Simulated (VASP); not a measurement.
OSZICAR of a VASP run on W (bcc):

**OSZICAR**
```
       N       E                     dE             d eps       ncg     rms          rms(c)
DAV:   1     0.743923922593E+02    0.74392E+02   -0.73427E+03  3206   0.138E+03
DAV:   2    -0.132903729068E+02   -0.87683E+02   -0.84665E+02  3412   0.324E+02
DAV:   3    -0.148968655554E+02   -0.16065E+01   -0.15826E+01  3696   0.448E+01
DAV:   4    -0.149042931931E+02   -0.74276E-02   -0.74255E-02  3448   0.322E+00
DAV:   5    -0.149043417736E+02   -0.48581E-04   -0.48581E-04  3590   0.266E-01    0.468E+01
DAV:   6     0.420843714096E+01    0.19113E+02   -0.16855E+01  3256   0.667E+01    0.219E+00
DAV:   7     0.397770049733E+01   -0.23074E+00   -0.83268E-01  3393   0.143E+01    0.271E+00
DAV:   8     0.413057428041E+01    0.15287E+00   -0.67191E-01  3208   0.131E+01    0.100E+00
DAV:   9     0.395090942130E+01   -0.17966E+00   -0.23215E-01  3232   0.794E+00    0.677E-01
DAV:  10     0.395211699217E+01    0.12076E-02   -0.72837E-04  3475   0.403E-01    0.582E-01
DAV:  11     0.395344951165E+01    0.13325E-02   -0.26677E-03  3229   0.752E-01    0.310E-02
DAV:  12     0.395301190172E+01   -0.43761E-03   -0.25151E-04  3298   0.236E-01    0.169E-02
DAV:  13     0.395308060919E+01    0.68707E-04   -0.86101E-06  3436   0.494E-02    0.129E-02
DAV:  14     0.395296135306E+01   -0.11926E-03   -0.21350E-05  3223   0.739E-02    0.683E-03
DAV:  15     0.395298362143E+01    0.22268E-04   -0.10941E-06  3566   0.168E-02    0.253E-03
DAV:  16     0.395298445128E+01    0.82985E-06   -0.38441E-07  3247   0.874E-03    0.934E-04
DAV:  17     0.395298568176E+01    0.12305E-05   -0.39997E-08  1649   0.293E-03    0.253E-04
DAV:  18     0.395298571324E+01    0.31480E-07   -0.28122E-09  1619   0.796E-04
   1 F= 0.39529857E+01 E0= 0.39531964E+01  d E =-.632099E-03
```

Problem. Which electronic solver shows in the log?

Solution. It is blocked Davidson (ALGO = Normal, or the opening steps of other solvers). The INCAR had ALGO = Normal.

Problem. Can the final energy be trusted as converged?

Solution. The run converged. It stopped with EDIFF = 1E-7, NELM = 100 (MS2 meta-GGA, plane waves, VASP's PBE PAW potentials (set 64)).

The compound is W in the bcc structure. This cell is one point of a volume scan, at 0.94 of the reference volume.
